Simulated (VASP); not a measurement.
# SnI3 (Pm-3m) in VASP: further runs

The runs below take SnI3 through density of states, with LDA.

Everything below comes from runs of VASP 6.6.1. Logs are shortened: lines on timing, memory, paths and dates and some standing lists are left out, and cuts for length are marked.

## Step 1: Starting point

The structure is cubic, space group Pm-3m (No. 221). The conventional cell has a = 6.015 Å, b = 6.015 Å, c = 6.015 Å, α = 90.00°, β = 90.00°, γ = 90.00°. Around Sn (site symmetry m-3m) lie 6 I at 3.01 Å. I (site symmetry 4/mmm) has 2 Sn at 3.01 Å as nearest neighbours.

The cell comes from a database or a generator and needn't be the stable form of this composition.

## Step 2: Density of states, LDA

POSCAR

```
SnI3
1.0
    6.0151880000      0.0000000000      0.0000000000
    0.0000000000      6.0151880000      0.0000000000
    0.0000000000      0.0000000000      6.0151880000
Sn I
1 3
Direct
    0.0000000000      0.0000000000      0.0000000000
    0.5000000000      0.0000000000      0.0000000000
    0.0000000000      0.0000000000      0.5000000000
    0.0000000000      0.5000000000      0.0000000000
```

INCAR.step1

```
PREC = Accurate
ENCUT = 520
EDIFF = 1E-6
ISMEAR = 0
SIGMA = 0.1
LREAL = False
LASPH = True
NELM = 100
ALGO = Normal
ISIF = 2
LWAVE = False
LCHARG = True
NBANDS = 26
```

KPOINTS.step1

```
Automatic mesh
0
Gamma
  4 4 4
```

INCAR.step2

```
PREC = Accurate
ENCUT = 520
EDIFF = 1E-6
ISMEAR = -5
SIGMA = 0.1
LREAL = False
LASPH = True
NELM = 100
ALGO = Normal
ISIF = 2
LWAVE = False
LCHARG = False
LORBIT = 11
NEDOS = 2001
ICHARG = 11
```

KPOINTS.step2

```
Automatic mesh
0
Gamma
  6 6 6
```

Potentials or basis: VASP PAW LDA potentials, release 64 (Sn_d, I).

Command:

```sh
$ cat potpaw_LDA.64/Sn_d/POTCAR potpaw_LDA.64/I/POTCAR > POTCAR
$ cp INCAR.step1 INCAR
$ cp KPOINTS.step1 KPOINTS
$ mpirun -np 1 vasp_std > vasp.out
$ cp INCAR.step2 INCAR
$ cp KPOINTS.step2 KPOINTS
$ mpirun -np 1 vasp_std > vasp.out
```

OUTCAR:

```text
PREC = Accurate
   ENCUT = 520
   EDIFF = 1E-6
   ISMEAR = -5
   LREAL = False
   LASPH = True
   NELM = 100
   ISIF = 2
   LORBIT = 11
   ICHARG = 11

 ion  position               nearest neighbor table
   1  0.000  0.000  0.000-   2 3.01   3 3.01   4 3.01   3 3.01   4 3.01   2 3.01
   2  0.500  0.000  0.000-   1 3.01   1 3.01
   3  0.000  0.000  0.500-   1 3.01   1 3.01
   4  0.000  0.500  0.000-   1 3.01   1 3.01

  LATTYP: Found a simple cubic cell.
 ALAT       =     6.0151880000

  Lattice vectors:

 A1 = (   6.0151880000,   0.0000000000,   0.0000000000)
 A2 = (   0.0000000000,   6.0151880000,   0.0000000000)
 A3 = (   0.0000000000,   0.0000000000,   6.0151880000)

Analysis of symmetry for initial positions (statically):
=====================================================================
 Subroutine PRICEL returns:
 Original cell was already a primitive cell.

 Routine SETGRP: Setting up the symmetry group for a
 simple cubic supercell.

 Subroutine GETGRP returns: Found 48 space group operations
 (whereof 48 operations were pure point group operations)
 out of a pool of 48 trial point group operations.

The static configuration has the point symmetry O_h .

Analysis of symmetry for dynamics (positions and initial velocities):
=====================================================================
 Subroutine PRICEL returns:
 Original cell was already a primitive cell.

 Routine SETGRP: Setting up the symmetry group for a
 simple cubic supercell.

 Subroutine GETGRP returns: Found 48 space group operations
 (whereof 48 operations were pure point group operations)
 out of a pool of 48 trial point group operations.

The dynamic configuration has the point symmetry O_h .

 Subroutine INISYM returns: Found 48 space group operations
 (whereof 48 operations are pure point group operations),
 and found     1 'primitive' translations

----------------------------------------------------------------------------------------

                                     Primitive cell

  volume of cell :     217.6445

  direct lattice vectors                    reciprocal lattice vectors
     6.015188000  0.000000000  0.000000000     0.166245843  0.000000000  0.000000000
     0.000000000  6.015188000  0.000000000     0.000000000  0.166245843  0.000000000
     0.000000000  0.000000000  6.015188000     0.000000000  0.000000000  0.166245843

  length of vectors
     6.015188000  6.015188000  6.015188000     0.166245843  0.166245843  0.166245843

  position of ions in fractional coordinates (direct lattice)
     0.000000000  0.000000000  0.000000000
     0.500000000  0.000000000  0.000000000
     0.000000000  0.000000000  0.500000000
     0.000000000  0.500000000  0.000000000

  ion indices of the primitive-cell ions
   primitive index   ion index
                 1           1
                 2           2
                 3           3
                 4           4

----------------------------------------------------------------------------------------

 KPOINTS: Automatic mesh

Automatic generation of k-mesh.
 Grid dimensions read from file:
 generate k-points for:    6    6    6

 Generating k-lattice:

  Cartesian coordinates                     Fractional coordinates (reciprocal lattice)
     0.027707641  0.000000000  0.000000000     0.166666667  0.000000000  0.000000000
     0.000000000  0.027707641  0.000000000     0.000000000  0.166666667  0.000000000
     0.000000000  0.000000000  0.027707641     0.000000000  0.000000000  0.166666667

  Length of vectors
     0.027707641  0.027707641  0.027707641

  Shift w.r.t. Gamma in fractional coordinates (k-lattice)
     0.000000000  0.000000000  0.000000000

 TETIRR: Found    104 inequivalent tetrahedra from     1296

 Subroutine IBZKPT returns following result:
 ===========================================

 Found     20 irreducible k-points:

 Following reciprocal coordinates:
            Coordinates               Weight
  0.000000  0.000000  0.000000      1.000000
  0.166667  0.000000  0.000000      6.000000
  0.333333  0.000000  0.000000      6.000000
  0.500000  0.000000  0.000000      3.000000
  0.166667  0.166667  0.000000     12.000000
  0.333333  0.166667  0.000000     24.000000
[... 12 lines left out ...]
  0.500000  0.500000  0.333333      6.000000
  0.500000  0.500000  0.500000      1.000000
   k-points           NKPTS =     20   k-points in BZ     NKDIM =     20   number of bands    NBANDS=     21
   number of dos      NEDOS =   2001   number of ions     NIONS =      4
   total plane-waves  NPLWV = 110592
   dimension x,y,z NGX =    48 NGY =   48 NGZ =   48
   dimension x,y,z NGXF=    96 NGYF=   96 NGZF=   96
   ions per type =               1   3
   NGX,Y,Z   is equivalent  to a cutoff of  13.27, 13.27, 13.27 a.u.
   NGXF,Y,Z  is equivalent  to a cutoff of  26.53, 26.53, 26.53 a.u.
 SYSTEM =  unknown system
   PREC   = accura    normal or accurate (medium, high low for compatibility)
   ISTART =      0    job   : 0-new  1-cont  2-samecut
   ICHARG =     11    charge: 1-file 2-atom 10-const
   ISPIN  =      1    spin polarized calculation?
   LNONCOLLINEAR =      F non collinear calculations
   LSORBIT =      F    spin-orbit coupling
   LASPH  =      T    aspherical Exc in radial PAW
   ENCUT  =  520.0 eV  38.22 Ry    6.18 a.u.  11.18 11.18 11.18*2*pi/ulx,y,z
   NELM   =    100;   NELMIN=  2; NELMDL=  0     # of ELM steps
   EDIFF  = 0.1E-05   stopping-criterion for ELM
   LREAL  =      F    real-space projection
   EDIFFG = 0.1E-04   stopping-criterion for IOM
   NSW    =      0    number of steps for IOM
   IBRION =     -1    ionic relax: 0-MD 1-quasi-New 2-CG
   NFREE  =      0    steps in history (QN), initial steepest desc. (CG)
   ISIF   =      2    stress and relaxation
   ISYM   =      2    0-nonsym 1-usesym 2-fastsym
   POTIM  = 0.5000    time-step for ionic-motion
   TEBEG  =    0.0;   TEEND  =   0.0 temperature during run
   PSTRESS=    0.0 pullay stress
   NELECT =      35.0000    total number of electrons
   NUPDOWN=      -1.0000    fix difference up-down
   EMIN   =  10.00;   EMAX   =-10.00  energy-range for DOS
   EFERMI =   0.00;   METHOD = LEGACY
   ISMEAR =    -5;   SIGMA  =   0.10  broadening in eV -4-tet -1-fermi 0-gaus
   EFERMI_NEDOS =   21; number of points for ismear=-14 and -15
   IALGO  =     38    algorithm
   IMIX   =      4    mixing-type and parameters
     AMIX     =   0.40;   BMIX     =  1.00
     AMIX_MAG =   1.60;   BMIX_MAG =  1.00
  volume/ion in A,a.u.               =      54.41       367.18
  Fermi-wavevector in a.u.,A,eV,Ry     =   0.890256  1.682340 10.783379  0.792556
  Thomas-Fermi vector in A             =   2.011923
   LORBIT       =     11    0 simple, 1 ext, 2 COOP (PROOUT), +10 PAW based schemes
   GGA     = CA    functional components
   LHFCALC =     F    Hartree Fock is set to
   AEXX    =    0.0000 exact exchange contribution
   IVDW    =     0    specifies the selected vdW correction
   LEPSILON=     F    determine dielectric tensor
   LRPA    =     F    only Hartree local field effects (RPA)
 non-spin polarized calculation
 Fermi weights with tetrahedron method with Bloechl corrections
  energy-cutoff  :      520.00
  volume of cell :      217.64
 maximum number of plane-waves:      5904
 NGX is ok and might be reduce to    48

 number of electron      35.0000008 magnetization

 Free energy of the ion-electron system (eV)
  ---------------------------------------------------
  ext. energy  EPLUGINS =         0.00000000
  ---------------------------------------------------
  free energy    TOTEN  =       -11.10130514 eV

  energy without entropy =      -11.10130514  energy(sigma->0) =      -11.10130514

 E-fermi :   0.0079     XC(G=0):  -7.0402

 val. band max:        0.1062930243   @ k =   0.5000   0.5000   0.5000
 cond. band min:      -0.0872615033   @ k =   0.3333   0.3333   0.3333
 fundamental gap:     -0.1935545276
 Fermi energy:         0.0078569353

 k-point     1 :       0.0000    0.0000    0.0000
  band No.  band energies     occupation
      1     -21.2925      2.00000
      2     -21.2925      2.00000
      3     -21.2473      2.00000
      4     -21.2473      2.00000
      5     -21.2473      2.00000
      6     -12.1381      2.00000
[... 13 lines left out ...]
     20       5.7798      0.00000
     21       5.7798      0.00000

 k-point     2 :       0.1667    0.0000    0.0000
  band No.  band energies     occupation
      1     -21.2925      2.00000
      2     -21.2919      2.00000
      3     -21.2473      2.00000
      4     -21.2473      2.00000
      5     -21.2473      2.00000
      6     -12.0904      2.00000
[... 13 lines left out ...]
     20       5.3753      0.00000
     21       5.8413      0.00000

 k-point     3 :       0.3333    0.0000    0.0000
  band No.  band energies     occupation
      1     -21.2925      2.00000
      2     -21.2909      2.00000
      3     -21.2475      2.00000
      4     -21.2475      2.00000
      5     -21.2473      2.00000
      6     -11.9675      2.00000
[... 13 lines left out ...]
     20       5.5682      0.00000
     21       5.9261      0.00000

 k-point     4 :       0.5000    0.0000    0.0000
  band No.  band energies     occupation
      1     -21.2925      2.00000
      2     -21.2904      2.00000
      3     -21.2475      2.00000
      4     -21.2475      2.00000
      5     -21.2473      2.00000
      6     -11.8751      2.00000
[... 13 lines left out ...]
     20       5.9722      0.00000
     21       6.0175      0.00000

 k-point     5 :       0.1667    0.1667    0.0000
  band No.  band energies     occupation
      1     -21.2922      2.00000
      2     -21.2917      2.00000
      3     -21.2474      2.00000
      4     -21.2473      2.00000
      5     -21.2473      2.00000
      6     -12.0433      2.00000
[... 13 lines left out ...]
     20       5.1874      0.00000
     21       5.3710      0.00000

 k-point     6 :       0.3333    0.1667    0.0000
  band No.  band energies     occupation
      1     -21.2921      2.00000
      2     -21.2907      2.00000
      3     -21.2475      2.00000
      4     -21.2475      2.00000
      5     -21.2473      2.00000
      6     -11.9213      2.00000
[... 13 lines left out ...]
     20       5.1107      0.00000
     21       5.7768      0.00000

 k-point     7 :       0.5000    0.1667    0.0000
  band No.  band energies     occupation
      1     -21.2921      2.00000
      2     -21.2902      2.00000
      3     -21.2476      2.00000
      4     -21.2475      2.00000
      5     -21.2473      2.00000
      6     -11.8274      2.00000
[... 13 lines left out ...]
     20       5.0861      0.00000
     21       5.7757      0.00000
[... 195 lines left out ...]
      1     -21.2909      2.00000
      2     -21.2894      2.00000
      3     -21.2478      2.00000
      4     -21.2476      2.00000
      5     -21.2476      2.00000
      6     -11.5323      2.00000
[... 13 lines left out ...]
     20       1.9749      0.00000
     21       4.8200      0.00000

 k-point    17 :       0.3333    0.3333    0.3333
  band No.  band energies     occupation
      1     -21.2901      2.00000
      2     -21.2901      2.00000
      3     -21.2477      2.00000
      4     -21.2477      2.00000
      5     -21.2477      2.00000
      6     -11.6606      2.00000
[... 13 lines left out ...]
     20       2.9334      0.00000
     21       3.6000      0.00000

 k-point    18 :       0.5000    0.3333    0.3333
  band No.  band energies     occupation
      1     -21.2901      2.00000
      2     -21.2896      2.00000
      3     -21.2477      2.00000
      4     -21.2477      2.00000
      5     -21.2477      2.00000
      6     -11.5726      2.00000
[... 13 lines left out ...]
     20       2.8457      0.00000
     21       3.4084      0.00000

 k-point    19 :       0.5000    0.5000    0.3333
  band No.  band energies     occupation
      1     -21.2899      2.00000
      2     -21.2894      2.00000
      3     -21.2478      2.00000
      4     -21.2477      2.00000
      5     -21.2477      2.00000
      6     -11.4784      2.00000
[... 13 lines left out ...]
     20       1.7178      0.00000
     21       3.1457      0.00000

 k-point    20 :       0.5000    0.5000    0.5000
  band No.  band energies     occupation
      1     -21.2894      2.00000
      2     -21.2894      2.00000
      3     -21.2478      2.00000
      4     -21.2478      2.00000
      5     -21.2478      2.00000
      6     -11.4496      2.00000
[... 13 lines left out ...]
     20       1.5514      0.00000
     21       1.8096      0.00000

------------------------ aborting loop because EDIFF is reached ----------------------------------------

  FORCE on cell =-STRESS in cart. coord.  units (eV):
  Direction    XX          YY          ZZ          XY          YZ          ZX
  --------------------------------------------------------------------------------------
  -------------------------------------------------------------------------------------
  Total       -0.7827061     -0.7827061     -0.7827061      0.0000000     -0.0000000      0.0000000
  in kB       -5.7618464     -5.7618464     -5.7618464      0.0000000     -0.0000000      0.0000000
  external PRESSURE =      -5.7618464 kB  Pullay stress =       0.0000000 kB

 VOLUME and BASIS-vectors are now :
 -----------------------------------------------------------------------------
  energy-cutoff  :      520.00
  volume of cell :      217.64
      direct lattice vectors                 reciprocal lattice vectors
     6.015188000  0.000000000  0.000000000     0.166245843  0.000000000  0.000000000
     0.000000000  6.015188000  0.000000000     0.000000000  0.166245843  0.000000000
     0.000000000  0.000000000  6.015188000     0.000000000  0.000000000  0.166245843

 POSITION                                       TOTAL-FORCE (eV/Angst)
 -----------------------------------------------------------------------------------
      0.00000      0.00000      0.00000         0.000000      0.000000      0.000000
      3.00759      0.00000      0.00000         0.000000      0.000000      0.000000
      0.00000      0.00000      3.00759         0.000000      0.000000      0.000000
      0.00000      3.00759      0.00000         0.000000      0.000000      0.000000
 -----------------------------------------------------------------------------------
    total drift:                               -0.000000     -0.000000      0.000000

  FREE ENERGIE OF THE ION-ELECTRON SYSTEM (eV)
  ---------------------------------------------------
  free  energy   TOTEN  =       -11.1013051418 eV

  energy  without entropy=      -11.1013051418  energy(sigma->0) =      -11.10130514

 total charge

# of ion       s       p       d       tot
------------------------------------------
    1        1.291   0.772  10.008  12.071
    2        1.524   2.718   0.013   4.254
    3        1.524   2.718   0.013   4.254
    4        1.524   2.718   0.013   4.254
--------------------------------------------------
tot          5.862   8.924  10.047  24.833
```

It took 85 s on 1 thread of Intel Xeon Platinum 8488C (Sapphire Rapids), shared host; peak memory 0.27 GiB.

What came out:

| Item | Value |
| --- | --- |
| Valence electrons inside the program's atomic spheres | Sn 12.07; I 4.25 |

States per cell in windows of 1 eV (zero at the Fermi level; states under -8 eV left out):
| from (eV) | total | I2_p | I3_p | I4_p | Sn1_p | Sn1_s | Sn1_d |
| --- | --- | --- | --- | --- | --- | --- | --- |
| -8.0 | 0.53 | 0.02 | 0.02 | 0.02 | 0.00 | 0.25 | 0.00 |
| -7.0 | 1.31 | 0.05 | 0.05 | 0.05 | 0.01 | 0.63 | 0.00 |
| -6.0 | 0.16 | 0.00 | 0.00 | 0.00 | 0.00 | 0.08 | 0.00 |
| -5.0 | 0.00 | 0.00 | 0.00 | 0.00 | 0.00 | 0.00 | 0.00 |
| -4.0 | 2.21 | 0.26 | 0.26 | 0.26 | 0.33 | 0.01 | 0.01 |
| -3.0 | 1.73 | 0.22 | 0.22 | 0.22 | 0.19 | 0.05 | 0.02 |
| -2.0 | 4.54 | 0.68 | 0.68 | 0.68 | 0.10 | 0.05 | 0.04 |
| -1.0 | 8.26 | 1.44 | 1.44 | 1.44 | 0.10 | 0.15 | 0.03 |
| 0.0 | 1.01 | 0.16 | 0.16 | 0.16 | 0.04 | 0.12 | 0.01 |
| 1.0 | 0.18 | 0.00 | 0.00 | 0.00 | 0.07 | 0.00 | 0.00 |
| 2.0 | 1.37 | 0.05 | 0.05 | 0.05 | 0.54 | 0.01 | 0.01 |
| 3.0 | 1.28 | 0.07 | 0.07 | 0.07 | 0.43 | 0.04 | 0.02 |
| 4.0 | 1.20 | 0.08 | 0.08 | 0.08 | 0.34 | 0.03 | 0.01 |
| 5.0 | 1.99 | 0.12 | 0.12 | 0.12 | 0.41 | 0.02 | 0.03 |
| 6.0 | 0.00 | 0.00 | 0.00 | 0.00 | 0.00 | 0.00 | 0.00 |

Caveat: an odd number of electrons without spin polarisation forces a metal; a magnetic or distorted state may lie lower; tetrahedron occupations give inexact forces and stress in metals. Spin-orbit coupling is left out, which matters for the levels of I.

## Step 3: Density of states, LDA

POSCAR is that of step 2.

INCAR.step1

```
  PREC = Accurate
  ENCUT = 520
  EDIFF = 1E-7
  ISMEAR = 0
  SIGMA = 0.1
  LREAL = False
  LASPH = True
  NELM = 100
  ALGO = Normal
  ISIF = 2
  LWAVE = False
  LCHARG = True
  GGA = CA
  NBANDS = 26
```

KPOINTS.step1 is that of step 2.

INCAR.step2

```
  PREC = Accurate
  ENCUT = 520
  EDIFF = 1E-7
  ISMEAR = -5
  SIGMA = 0.1
  LREAL = False
  LASPH = True
  NELM = 100
  ALGO = Normal
  ISIF = 2
  LWAVE = False
  LCHARG = False
  GGA = CA
  LORBIT = 10
  NEDOS = 2001
  ICHARG = 11
```

KPOINTS.step2 is that of step 2.

Potentials or basis: VASP PAW LDA potentials, release 64 (Sn_d, I).

Command:

```sh
$ cat potpaw_LDA.64/Sn_d/POTCAR potpaw_LDA.64/I/POTCAR > POTCAR
$ cp INCAR.step1 INCAR
$ cp KPOINTS.step1 KPOINTS
$ mpirun -np 1 vasp_std > vasp.out
$ cp INCAR.step2 INCAR
$ cp KPOINTS.step2 KPOINTS
$ mpirun -np 1 vasp_std > vasp.out
```

Wall time 94 s (1 thread of Intel Xeon Platinum 8488C (Sapphire Rapids), shared host); peak memory 0.27 GiB.

It converged, with:

| Item | Value |
| --- | --- |
| Valence electrons inside the program's atomic spheres | Sn 12.07; I 4.25 |

Levels at points of the mesh, in eV from the Fermi level:
```csv
k point,band 15,band 16,band 17,band 18,band 19,band 20,band 21
"(0.00, 0.00, 0.00)",-0.59,-0.53,-0.53,-0.53,4.76,5.77,5.77
"(0.50, 0.00, 0.00)",-0.71,-0.55,-0.55,-0.07,2.46,5.96,6.01
"(0.50, 0.50, 0.00)",-0.90,-0.90,0.09,0.88,2.07,2.07,5.68
"(0.50, 0.50, 0.50)",0.10,0.10,0.10,1.54,1.54,1.54,1.80
```

States per cell in windows of 1 eV (zero at the Fermi level; states under -8 eV left out):
| from (eV) | total | I2_p | I3_p | I4_p | Sn1_p | Sn1_s | Sn1_d |
| --- | --- | --- | --- | --- | --- | --- | --- |
| -8.0 | 0.53 | 0.02 | 0.02 | 0.02 | 0.00 | 0.25 | 0.00 |
| -7.0 | 1.31 | 0.05 | 0.05 | 0.05 | 0.01 | 0.63 | 0.00 |
| -6.0 | 0.16 | 0.00 | 0.00 | 0.00 | 0.00 | 0.08 | 0.00 |
| -5.0 | 0.00 | 0.00 | 0.00 | 0.00 | 0.00 | 0.00 | 0.00 |
| -4.0 | 2.21 | 0.26 | 0.26 | 0.26 | 0.33 | 0.01 | 0.01 |
| -3.0 | 1.73 | 0.22 | 0.22 | 0.22 | 0.19 | 0.05 | 0.02 |
| -2.0 | 4.54 | 0.68 | 0.68 | 0.68 | 0.10 | 0.05 | 0.04 |
| -1.0 | 8.26 | 1.44 | 1.44 | 1.44 | 0.10 | 0.15 | 0.03 |
| 0.0 | 1.01 | 0.16 | 0.16 | 0.16 | 0.04 | 0.12 | 0.01 |
| 1.0 | 0.18 | 0.00 | 0.00 | 0.00 | 0.07 | 0.00 | 0.00 |
| 2.0 | 1.37 | 0.05 | 0.05 | 0.05 | 0.54 | 0.01 | 0.01 |
| 3.0 | 1.28 | 0.07 | 0.07 | 0.07 | 0.43 | 0.04 | 0.02 |
| 4.0 | 1.20 | 0.08 | 0.08 | 0.08 | 0.34 | 0.03 | 0.01 |
| 5.0 | 1.99 | 0.12 | 0.12 | 0.12 | 0.41 | 0.02 | 0.03 |
| 6.0 | 0.00 | 0.00 | 0.00 | 0.00 | 0.00 | 0.00 | 0.00 |

Caveat: an odd number of electrons without spin polarisation forces a metal; a magnetic or distorted state may lie lower; tetrahedron occupations give inexact forces and stress in metals. The run has no spin-orbit coupling, so splittings on I are missing.
